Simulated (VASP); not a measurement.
These are PBE GGA, VASP's PBE PAW potentials (set 64) (plane waves; VASP 6.6.1) values and carry that method's errors.

The input files of a VASP run:

**KPOINTS**
```
Automatic
0
Gamma
 8 8 5
```

**INCAR**
```
# general
SYSTEM  =  SiC
PREC    =  Accurate
ENCUT   =  520   # plane-wave cut-off (eV)
LREAL   =  .FALSE.   # projection in real space or not
LASPH   =  .TRUE.   # aspherical one-centre terms

# electronic loop
EDIFF   =  1E-7
NELM    =  100
ALGO    =  Normal

# smearing
ISMEAR  =  0   # Gaussian
SIGMA   =  0.05   # width (eV)

# functional
GGA     =  PE

# ions
IBRION  =  2   # conjugate gradients
NSW     =  30
ISIF    =  4   # ions and shape, fixed volume
EDIFFG  =  -0.01

# output
LWAVE   =  .FALSE.
LCHARG  =  .FALSE.
```

**POSCAR**
```
SiC
1.0
  1.5299620785  -2.6499718098   0.0000000000
  1.5299620785   2.6499718098   0.0000000000
  0.0000000000   0.0000000000   5.0245837134
Si C
2 2
Cart
  1.5299620785  -0.8833257032   2.5101664382
  1.5299620785   0.8833257032   5.0224582949
  1.5299620785  -0.8833257032   4.3986361677
  1.5299620785   0.8833257032   1.8863443110
```

POTCAR, in this order: Si C (PBE.64 set). Program: vasp_std.

Output

File OSZICAR:
```
       N       E                     dE             d eps       ncg     rms          rms(c)
DAV:   1     0.369422258425E+02    0.36942E+02   -0.75855E+03   720   0.120E+03
DAV:   2    -0.308158976468E+02   -0.67758E+02   -0.62489E+02  1068   0.191E+02
DAV:   3    -0.338619760242E+02   -0.30461E+01   -0.30314E+01   952   0.406E+01
DAV:   4    -0.338949565207E+02   -0.32980E-01   -0.32959E-01   868   0.504E+00
DAV:   5    -0.338955078792E+02   -0.55136E-03   -0.55111E-03   932   0.615E-01    0.127E+01
DAV:   6    -0.302032267327E+02    0.36923E+01   -0.10769E+01   876   0.210E+01    0.570E+00
DAV:   7    -0.300985179894E+02    0.10471E+00   -0.96260E-01   924   0.654E+00    0.250E+00
DAV:   8    -0.300826757169E+02    0.15842E-01   -0.49072E-02   848   0.165E+00    0.542E-01
DAV:   9    -0.300819297316E+02    0.74599E-03   -0.64963E-03   884   0.621E-01    0.131E-01
DAV:  10    -0.300821842582E+02   -0.25453E-03   -0.69206E-04   856   0.191E-01    0.540E-02
DAV:  11    -0.300821975236E+02   -0.13265E-04   -0.10256E-04   864   0.807E-02    0.125E-02
DAV:  12    -0.300821987148E+02   -0.11912E-05   -0.39537E-06   896   0.160E-02    0.286E-03
DAV:  13    -0.300821991139E+02   -0.39905E-06   -0.20046E-07   724   0.384E-03    0.183E-03
DAV:  14    -0.300821991573E+02   -0.43381E-07   -0.19699E-08   540   0.126E-03
   1 F= -.30082199E+02 E0= -.30082199E+02  d E =-.300822E+02
       N       E                     dE             d eps       ncg     rms          rms(c)
DAV:   1    -0.300822892290E+02   -0.90115E-04   -0.84941E-03   896   0.778E-01    0.622E-02
DAV:   2    -0.300822190232E+02    0.70206E-04   -0.28893E-04   908   0.153E-01    0.314E-02
DAV:   3    -0.300821765137E+02    0.42510E-04   -0.78573E-05   920   0.767E-02    0.572E-03
DAV:   4    -0.300821770248E+02   -0.51109E-06   -0.11998E-05   860   0.249E-02    0.394E-03
DAV:   5    -0.300821769360E+02    0.88735E-07   -0.18075E-07   740   0.412E-03
   2 F= -.30082177E+02 E0= -.30082177E+02  d E =0.222212E-04
       N       E                     dE             d eps       ncg     rms          rms(c)
DAV:   1    -0.300822705310E+02   -0.93506E-04   -0.26639E-03   896   0.436E-01    0.349E-02
DAV:   2    -0.300822483810E+02    0.22150E-04   -0.89980E-05   912   0.855E-02    0.176E-02
DAV:   3    -0.300822350577E+02    0.13323E-04   -0.24878E-05   916   0.431E-02    0.319E-03
DAV:   4    -0.300822352299E+02   -0.17215E-06   -0.37306E-06   876   0.139E-02    0.219E-03
DAV:   5    -0.300822351999E+02    0.29931E-07   -0.52916E-08   528   0.228E-03
   3 F= -.30082235E+02 E0= -.30082235E+02  d E =-.360427E-04
```

File OUTCAR:
```
------------------------ aborting loop because EDIFF is reached ----------------------------------------
  FORCE on cell =-STRESS in cart. coord.  units (eV):
  Direction    XX          YY          ZZ          XY          YZ          ZX
  --------------------------------------------------------------------------------------
  Total        1.7549608      1.7549605      1.7434753      0.0000000     -0.0000000      0.0000000
  in kB       69.0122218     69.0122088     68.5605642      0.0000000     -0.0000000      0.0000000
  external PRESSURE =      68.8616649 kB  Pullay stress =       0.0000000 kB
  volume of cell :       40.74
      direct lattice vectors                 reciprocal lattice vectors
     1.530315192 -2.650583416  0.000000000     0.326730077 -0.188637715  0.000000000
     1.530315192  2.650583416  0.000000000     0.326730077  0.188637715 -0.000000000
     0.000000000  0.000000000  5.022265189     0.000000000  0.000000000  0.199113341
  FREE ENERGIE OF THE ION-ELECTRON SYSTEM (eV)
  ---------------------------------------------------
  free  energy   TOTEN  =       -30.0822351999 eV

  energy  without entropy=      -30.0822351999  energy(sigma->0) =      -30.08223520

 reached required accuracy - stopping structural energy minimisation
```
(Selected blocks of OUTCAR.)

File CONTCAR:
```
SiC
   1.00000000000000
     1.5303151920037956   -2.6505834156297259    0.0000000000000000
     1.5303151920037956    2.6505834156297259    0.0000000000000000
     0.0000000000000000    0.0000000000000000    5.0222651885139102
  Si              C
     2     2
Direct
     0.6666669999999968    0.3333330000000032    0.4996266811214148
     0.3333330000000032    0.6666669999999968    0.9996266811214148
     0.6666669999999968    0.3333330000000032    0.8753733188785852
     0.3333330000000032    0.6666669999999968    0.3753733188785852
```

The compound is SiC in the wurtzite structure, the rare 2H polytype. This cell is one point of a volume scan, at 0.97 of the reference volume. Symmetry was kept, so distortions that lower it aren't found.
